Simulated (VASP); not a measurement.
# Mo (Im-3m) in VASP: a series of runs, part 2 of 2

VASP 6.6.1. The steps go on from the part before.

### 4 Single point, PBE (a relaxed cell with its volume scaled by 1.09)

INCAR reads:

```
PREC = Accurate
ENCUT = 520
EDIFF = 1E-7
ISMEAR = 0
SIGMA = 0.1
LREAL = F
LASPH = T
NELM = 60
ALGO = Normal
ISIF = 2
LWAVE = F
LCHARG = F
GGA = PE
```

KPOINTS reads:

```
Automatic mesh
0
Gamma
  18 18 18
```

POSCAR reads:

```
Mo                                      
1.0
   -1.6272950970      1.6272950970      1.6272950970
    1.6272950970     -1.6272950970      1.6272950970
    1.6272950970      1.6272950970     -1.6272950970
  Mo            
     1
Direct
     0.0000000000000000    0.0000000000000000    0.0000000000000000
```

Potentials or basis: VASP PAW PBE potentials, release 64 (Mo_sv).

The run is started by

```
cat potpaw_PBE.64/Mo_sv/POTCAR > POTCAR
mpirun -np 1 vasp_std > vasp.out
```

OUTCAR:

```text
PREC = Accurate
   ENCUT = 520
   EDIFF = 1E-7
   ISMEAR = 0
   LREAL = F
   LASPH = T
   NELM = 60
   ISIF = 2
   GGA = PE

 ion  position               nearest neighbor table
   1  0.000  0.000  0.000-

  LATTYP: Found a body centered cubic cell.
 ALAT       =     3.2545901940

  Lattice vectors:

 A1 = (  -1.6272950970,   1.6272950970,   1.6272950970)
 A2 = (   1.6272950970,  -1.6272950970,   1.6272950970)
 A3 = (   1.6272950970,   1.6272950970,  -1.6272950970)

Analysis of symmetry for initial positions (statically):
=====================================================================
 Subroutine PRICEL returns:
 Original cell was already a primitive cell.

 Routine SETGRP: Setting up the symmetry group for a
 body centered cubic supercell.

 Subroutine GETGRP returns: Found 48 space group operations
 (whereof 48 operations were pure point group operations)
 out of a pool of 48 trial point group operations.

The static configuration has the point symmetry O_h .

Analysis of symmetry for dynamics (positions and initial velocities):
=====================================================================
[... 161 lines left out ...]
 cond. band min:      11.1027594501   @ k =  -0.1667   0.1667   0.1111
 fundamental gap:      0.0441121604
 Fermi energy:        11.0838989120

 k-point     1 :       0.0000    0.0000    0.0000
  band No.  band energies     occupation
      1     -50.2090      2.00000
      2     -23.6678      2.00000
      3     -23.6678      2.00000
      4     -23.6678      2.00000
      5       4.1926      2.00000
      6       9.8894      2.00000
      7       9.8894      2.00000
      8       9.8894      2.00000
      9      12.5671      0.00000
     10      12.5671      0.00000
     11      25.7437      0.00000
[... 309 lines left out ...]
 k-point    24 :       0.3889    0.1111    0.0000
  band No.  band energies     occupation
      1     -50.0321      2.00000
      2     -24.6261      2.00000
      3     -24.0262      2.00000
      4     -23.7178      2.00000
      5       6.6790      2.00000
      6       8.2441      2.00000
      7      10.9829      1.84673
      8      12.4497      0.00000
      9      13.4137      0.00000
     10      15.7826      0.00000
     11      21.4968      0.00000

 [... further k-points ...]
[... 5 lines left out ...]
  --------------------------------------------------------------------------------------
  -------------------------------------------------------------------------------------
  Total       -1.9956937     -1.9956937     -1.9956937     -0.0000000     -0.0000000      0.0000000
  in kB     -185.5006943   -185.5006943   -185.5006943     -0.0000000     -0.0000000      0.0000000
  external PRESSURE =    -185.5006943 kB  Pullay stress =       0.0000000 kB

 VOLUME and BASIS-vectors are now :
 -----------------------------------------------------------------------------
  energy-cutoff  :      520.00
  volume of cell :       17.24
      direct lattice vectors                 reciprocal lattice vectors
    -1.627295097  1.627295097  1.627295097     0.000000000  0.307258346  0.307258346
     1.627295097 -1.627295097  1.627295097     0.307258346  0.000000000  0.307258346
     1.627295097  1.627295097 -1.627295097     0.307258346  0.307258346  0.000000000

 POSITION                                       TOTAL-FORCE (eV/Angst)
 -----------------------------------------------------------------------------------
      0.00000      0.00000      0.00000        -0.000000     -0.000000      0.000000
 -----------------------------------------------------------------------------------
    total drift:                                0.000000      0.000000      0.000000

  FREE ENERGIE OF THE ION-ELECTRON SYSTEM (eV)
  ---------------------------------------------------
  free  energy   TOTEN  =       -10.8467126192 eV

  energy  without entropy=      -10.8433432006  energy(sigma->0) =      -10.84502791
```

stdout:

```text
POSCAR found type information on POSCAR Mo
 POSCAR found :  1 types and       1 ions
 scaLAPACK will be used
 LDA part: xc-table for (Slater+PW92), standard interpolation
 POSCAR, INCAR and KPOINTS ok, starting setup
 FFT: planning ... GRIDC
 FFT: planning ... GRID_SOFT
 FFT: planning ... GRID
 WAVECAR not read
 entering main loop
```

It took 20 s on 1 thread of Intel Xeon Platinum 8259CL at 2.50GHz (Skylake/Cascade Lake), shared host; peak memory 0.16 GiB.

What came out:

| Property | Result |
| --- | --- |
| Free energy | -10.8467 eV |
| Pressure | -18.6 GPa |
| Band gap on the k mesh | none (metal or under the smearing width) |

Caveat: so large a pressure means that the cell lies far from this level's equilibrium, or that cutoff or potentials fall short.

### 5 Overview

| cell | gap on the mesh (eV) | pressure (GPa) |
| --- | --- | --- |
| a relaxed cell with its volume scaled by 1.06 | none | -13.3 |
| a relaxed cell with its volume scaled by 0.91 | none | 30.1 |
| a relaxed cell with its volume scaled by 1.09 | none | -18.6 |

Alike in all rows: task single point; level PBE; potentials or basis VASP PAW PBE potentials, release 64 (Mo_sv); no spin polarisation; k mesh 18 × 18 × 18; cutoff (eV) 520; smearing gaussian 0.1 eV.

Caveats: a pressure of tens of GPa on the cell as given is suspect, and the run, the potentials or the cell itself is likely at fault (some runs); so large a pressure means that the cell lies far from this level's equilibrium, or that cutoff or potentials fall short (some runs).

Total energies depend on the potentials used, so only differences within one code and one set of settings carry meaning.
